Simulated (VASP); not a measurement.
# GaGe3 (Pm-3m) in VASP: reference runs

How does GaGe3 come out in PBEsol? The cell is run as given and disturbed.

Program: VASP 6.6.1. These are calculated values, not measurements. Logs are shortened: lines on timing, memory, paths and dates and some standing lists are left out, and cuts for length are marked.

## 1. The crystal as given

Symmetry: Pm-3m, No. 221, cubic system. Conventional cell: a = 4.278 Å, b = 4.278 Å, c = 4.278 Å, α = 90.00°, β = 90.00°, γ = 90.00°. Ge (site symmetry 4/mmm) is surrounded by 8 Ge at 3.03 Å and 4 Ga at 3.03 Å. Around Ga (site symmetry m-3m) lie 12 Ge at 3.03 Å.

The cell comes from a database or a generator and needn't be the stable form of this composition.

## 2. Single point, PBEsol

Input file INCAR:

```
SYSTEM = GaGe3
ALGO = Normal
EDIFF = 1E-7
ENCUT = 520
GGA = PS
ISIF = 2
ISMEAR = -1
LASPH = .True.
LCHARG = .False.
LREAL = .False.
LWAVE = .False.
NBANDS = 36
NELM = 100
PREC = Accurate
SIGMA = 0.05
```

Input file KPOINTS:

```
k-points
0
Gamma
  6 6 6
  0 0 0
```

Input file POSCAR:

```
GaGe3
1.0
    4.2784660000      0.0000000000      0.0000000000
    0.0000000000      4.2784660000      0.0000000000
    0.0000000000      0.0000000000      4.2784660000
Ge Ga
3 1
Direct
    0.5000000000      0.5000000000      0.0000000000
    0.5000000000      0.0000000000      0.5000000000
    0.0000000000      0.5000000000      0.5000000000
    0.0000000000      0.0000000000      0.0000000000
```

Potentials or basis: VASP PAW PBE potentials, release 64 (Ge_d, Ga_d).

Started as:

```sh
$ cat potpaw_PBE.64/Ge_d/POTCAR potpaw_PBE.64/Ga_d/POTCAR > POTCAR
$ mpirun -np 1 vasp_std > vasp.out
```

OUTCAR:

```text
SYSTEM = GaGe3
   EDIFF = 1E-7
   ENCUT = 520
   GGA = PS
   ISIF = 2
   ISMEAR = -1
   LASPH = .True.
   LREAL = .False.
   NELM = 100
   PREC = Accurate

 ion  position               nearest neighbor table
   1  0.500  0.500  0.000-
   2  0.500  0.000  0.500-
   3  0.000  0.500  0.500-
   4  0.000  0.000  0.000-

  LATTYP: Found a simple cubic cell.
 ALAT       =     4.2784660000

  Lattice vectors:

 A1 = (   4.2784660000,   0.0000000000,   0.0000000000)
 A2 = (   0.0000000000,   4.2784660000,   0.0000000000)
 A3 = (   0.0000000000,   0.0000000000,   4.2784660000)

Analysis of symmetry for initial positions (statically):
=====================================================================
 Subroutine PRICEL returns:
 Original cell was already a primitive cell.

 Routine SETGRP: Setting up the symmetry group for a
 simple cubic supercell.

 Subroutine GETGRP returns: Found 48 space group operations
 (whereof 48 operations were pure point group operations)
 out of a pool of 48 trial point group operations.

The static configuration has the point symmetry O_h .

Analysis of symmetry for dynamics (positions and initial velocities):
=====================================================================
 Subroutine PRICEL returns:
 Original cell was already a primitive cell.

 Routine SETGRP: Setting up the symmetry group for a
 simple cubic supercell.

 Subroutine GETGRP returns: Found 48 space group operations
 (whereof 48 operations were pure point group operations)
 out of a pool of 48 trial point group operations.

The dynamic configuration has the point symmetry O_h .

 Subroutine INISYM returns: Found 48 space group operations
 (whereof 48 operations are pure point group operations),
 and found     1 'primitive' translations

----------------------------------------------------------------------------------------

                                     Primitive cell

  volume of cell :      78.3185

  direct lattice vectors                    reciprocal lattice vectors
     4.278466000  0.000000000  0.000000000     0.233728631  0.000000000  0.000000000
     0.000000000  4.278466000  0.000000000     0.000000000  0.233728631  0.000000000
     0.000000000  0.000000000  4.278466000     0.000000000  0.000000000  0.233728631

  length of vectors
     4.278466000  4.278466000  4.278466000     0.233728631  0.233728631  0.233728631

  position of ions in fractional coordinates (direct lattice)
     0.500000000  0.500000000  0.000000000
     0.500000000  0.000000000  0.500000000
     0.000000000  0.500000000  0.500000000
     0.000000000  0.000000000  0.000000000

  ion indices of the primitive-cell ions
   primitive index   ion index
                 1           1
                 2           2
                 3           3
                 4           4

----------------------------------------------------------------------------------------

 KPOINTS: k-points

Automatic generation of k-mesh.
 Grid dimensions read from file:
 generate k-points for:    6    6    6

 Generating k-lattice:

  Cartesian coordinates                     Fractional coordinates (reciprocal lattice)
     0.038954772  0.000000000  0.000000000     0.166666667  0.000000000  0.000000000
     0.000000000  0.038954772  0.000000000     0.000000000  0.166666667  0.000000000
     0.000000000  0.000000000  0.038954772     0.000000000  0.000000000  0.166666667

  Length of vectors
     0.038954772  0.038954772  0.038954772

  Shift w.r.t. Gamma in fractional coordinates (k-lattice)
     0.000000000  0.000000000  0.000000000

 Subroutine IBZKPT returns following result:
 ===========================================

 Found     20 irreducible k-points:

 Following reciprocal coordinates:
            Coordinates               Weight
  0.000000  0.000000  0.000000      1.000000
  0.166667  0.000000  0.000000      6.000000
  0.333333  0.000000  0.000000      6.000000
  0.500000  0.000000  0.000000      3.000000
  0.166667  0.166667  0.000000     12.000000
  0.333333  0.166667  0.000000     24.000000
[... 12 lines left out ...]
  0.500000  0.500000  0.333333      6.000000
  0.500000  0.500000  0.500000      1.000000
   k-points           NKPTS =     20   k-points in BZ     NKDIM =     20   number of bands    NBANDS=     36
   number of dos      NEDOS =    301   number of ions     NIONS =      4
   total plane-waves  NPLWV =  32768
   dimension x,y,z NGX =    32 NGY =   32 NGZ =   32
   dimension x,y,z NGXF=    64 NGYF=   64 NGZF=   64
   ions per type =               3   1
   NGX,Y,Z   is equivalent  to a cutoff of  12.43, 12.43, 12.43 a.u.
   NGXF,Y,Z  is equivalent  to a cutoff of  24.87, 24.87, 24.87 a.u.
 SYSTEM =  GaGe3
   PREC   = accura    normal or accurate (medium, high low for compatibility)
   ISTART =      0    job   : 0-new  1-cont  2-samecut
   ICHARG =      2    charge: 1-file 2-atom 10-const
   ISPIN  =      1    spin polarized calculation?
   LNONCOLLINEAR =      F non collinear calculations
   LSORBIT =      F    spin-orbit coupling
   LASPH  =      T    aspherical Exc in radial PAW
   ENCUT  =  520.0 eV  38.22 Ry    6.18 a.u.   7.96  7.96  7.96*2*pi/ulx,y,z
   NELM   =    100;   NELMIN=  2; NELMDL= -5     # of ELM steps
   EDIFF  = 0.1E-06   stopping-criterion for ELM
   LREAL  =      F    real-space projection
   EDIFFG = 0.1E-05   stopping-criterion for IOM
   NSW    =      0    number of steps for IOM
   IBRION =     -1    ionic relax: 0-MD 1-quasi-New 2-CG
   NFREE  =      0    steps in history (QN), initial steepest desc. (CG)
   ISIF   =      2    stress and relaxation
   ISYM   =      2    0-nonsym 1-usesym 2-fastsym
   POTIM  = 0.5000    time-step for ionic-motion
   TEBEG  =    0.0;   TEEND  =   0.0 temperature during run
   PSTRESS=    0.0 pullay stress
   NELECT =      55.0000    total number of electrons
   NUPDOWN=      -1.0000    fix difference up-down
   EMIN   =  10.00;   EMAX   =-10.00  energy-range for DOS
   EFERMI =   0.00;   METHOD = LEGACY
   ISMEAR =    -1;   SIGMA  =   0.05  broadening in eV -4-tet -1-fermi 0-gaus
   EFERMI_NEDOS =   21; number of points for ismear=-14 and -15
   IALGO  =     38    algorithm
   IMIX   =      4    mixing-type and parameters
     AMIX     =   0.40;   BMIX     =  1.00
     AMIX_MAG =   1.60;   BMIX_MAG =  1.00
  volume/ion in A,a.u.               =      19.58       132.13
  Fermi-wavevector in a.u.,A,eV,Ry     =   1.455150  2.749834 28.809797  2.117460
  Thomas-Fermi vector in A             =   2.572218
   LORBIT       =      0    0 simple, 1 ext, 2 COOP (PROOUT), +10 PAW based schemes
   GGA     = PS    functional components
   LHFCALC =     F    Hartree Fock is set to
   AEXX    =    0.0000 exact exchange contribution
   IVDW    =     0    specifies the selected vdW correction
   LEPSILON=     F    determine dielectric tensor
   LRPA    =     F    only Hartree local field effects (RPA)
 non-spin polarized calculation
  energy-cutoff  :      520.00
  volume of cell :       78.32
 maximum number of plane-waves:      2176
 NGX is ok and might be reduce to    32
   NGX = 15   NGY = 15   NGZ = 15

 number of electron      54.9999920 magnetization

 Free energy of the ion-electron system (eV)
  ---------------------------------------------------
  ext. energy  EPLUGINS =         0.00000000
  ---------------------------------------------------
  free energy    TOTEN  =       -17.20753233 eV

  energy without entropy =      -17.18495727  energy(sigma->0) =      -17.19624480

 E-fermi :   5.9917     XC(G=0): -11.1802

 val. band max:        5.9729079530   @ k =   0.3333   0.0000   0.0000
 cond. band min:       6.0367016541   @ k =   0.5000   0.5000   0.0000
 fundamental gap:      0.0637937011
 Fermi energy:         5.9917199052

 k-point     1 :       0.0000    0.0000    0.0000
  band No.  band energies     occupation
      1     -18.7143      2.00000
      2     -18.7143      2.00000
      3     -18.7143      2.00000
      4     -18.7040      2.00000
      5     -18.6702      2.00000
      6     -18.6702      2.00000
[... 28 lines left out ...]
     35      12.6194      0.00000
     36      13.0037      0.00000

 k-point     2 :       0.1667    0.0000    0.0000
  band No.  band energies     occupation
      1     -18.7131      2.00000
      2     -18.7063      2.00000
      3     -18.7063      2.00000
      4     -18.6989      2.00000
      5     -18.6695      2.00000
      6     -18.6656      2.00000
[... 28 lines left out ...]
     35      13.2138      0.00000
     36      14.0661      0.00000

 k-point     3 :       0.3333    0.0000    0.0000
  band No.  band energies     occupation
      1     -18.7107      2.00000
      2     -18.6861      2.00000
      3     -18.6844      2.00000
      4     -18.6844      2.00000
      5     -18.6679      2.00000
      6     -18.6541      2.00000
[... 28 lines left out ...]
     35      12.8347      0.00000
     36      12.8347      0.00000

 k-point     4 :       0.5000    0.0000    0.0000
  band No.  band energies     occupation
      1     -18.7094      2.00000
      2     -18.6772      2.00000
      3     -18.6658      2.00000
      4     -18.6605      2.00000
      5     -18.6605      2.00000
      6     -18.6488      2.00000
[... 28 lines left out ...]
     35      11.7652      0.00000
     36      11.7652      0.00000

 k-point     5 :       0.1667    0.1667    0.0000
  band No.  band energies     occupation
      1     -18.7073      2.00000
      2     -18.7031      2.00000
      3     -18.7020      2.00000
      4     -18.6926      2.00000
      5     -18.6671      2.00000
      6     -18.6624      2.00000
[... 499 lines left out ...]
 k-point    18 :       0.5000    0.3333    0.3333
  band No.  band energies     occupation
      1     -18.6854      2.00000
      2     -18.6781      2.00000
      3     -18.6778      2.00000
      4     -18.6751      2.00000
      5     -18.6740      2.00000
      6     -18.6728      2.00000
[... 28 lines left out ...]
     35      13.1137      0.00000
     36      13.4908      0.00000

 k-point    19 :       0.5000    0.5000    0.3333
  band No.  band energies     occupation
      1     -18.6811      2.00000
      2     -18.6811      2.00000
      3     -18.6798      2.00000
      4     -18.6772      2.00000
      5     -18.6752      2.00000
      6     -18.6752      2.00000
[... 28 lines left out ...]
     35      14.0098      0.00000
     36      14.0098      0.00000

 k-point    20 :       0.5000    0.5000    0.5000
  band No.  band energies     occupation
      1     -18.6829      2.00000
      2     -18.6829      2.00000
      3     -18.6829      2.00000
      4     -18.6805      2.00000
      5     -18.6781      2.00000
      6     -18.6781      2.00000
[... 28 lines left out ...]
     35      14.4906      0.00000
     36      14.4906      0.00000

------------------------ aborting loop because EDIFF is reached ----------------------------------------

  FORCE on cell =-STRESS in cart. coord.  units (eV):
  Direction    XX          YY          ZZ          XY          YZ          ZX
  --------------------------------------------------------------------------------------
  -------------------------------------------------------------------------------------
  Total       -1.6591810     -1.6591810     -1.6591810      0.0000000      0.0000000     -0.0000000
  in kB      -33.9422076    -33.9422076    -33.9422076      0.0000000      0.0000000     -0.0000000
  external PRESSURE =     -33.9422076 kB  Pullay stress =       0.0000000 kB

 VOLUME and BASIS-vectors are now :
 -----------------------------------------------------------------------------
  energy-cutoff  :      520.00
  volume of cell :       78.32
      direct lattice vectors                 reciprocal lattice vectors
     4.278466000  0.000000000  0.000000000     0.233728631  0.000000000  0.000000000
     0.000000000  4.278466000  0.000000000     0.000000000  0.233728631  0.000000000
     0.000000000  0.000000000  4.278466000     0.000000000  0.000000000  0.233728631

 POSITION                                       TOTAL-FORCE (eV/Angst)
 -----------------------------------------------------------------------------------
      2.13923      2.13923      0.00000         0.000000      0.000000      0.000000
      2.13923      0.00000      2.13923         0.000000      0.000000      0.000000
      0.00000      2.13923      2.13923         0.000000      0.000000      0.000000
      0.00000      0.00000      0.00000         0.000000      0.000000      0.000000
 -----------------------------------------------------------------------------------
    total drift:                                0.000000     -0.000000     -0.000000

  FREE ENERGIE OF THE ION-ELECTRON SYSTEM (eV)
  ---------------------------------------------------
  free  energy   TOTEN  =       -17.2075323316 eV

  energy  without entropy=      -17.1849572718  energy(sigma->0) =      -17.19624480
```

It took 14 s on 1 thread of Intel Xeon 6975P-C (Granite Rapids), shared host; peak memory 0.19 GiB.

What came out:

| Property | Result |
| --- | --- |
| Free energy | -17.2075 eV |
| Pressure | -3.4 GPa |
| Band gap on the k mesh | none (metal or under the smearing width) |

Caveat: the PAW data sets were made with another functional, which shifts forces and pressure a little.

(Part 1 of 2 ends here.)
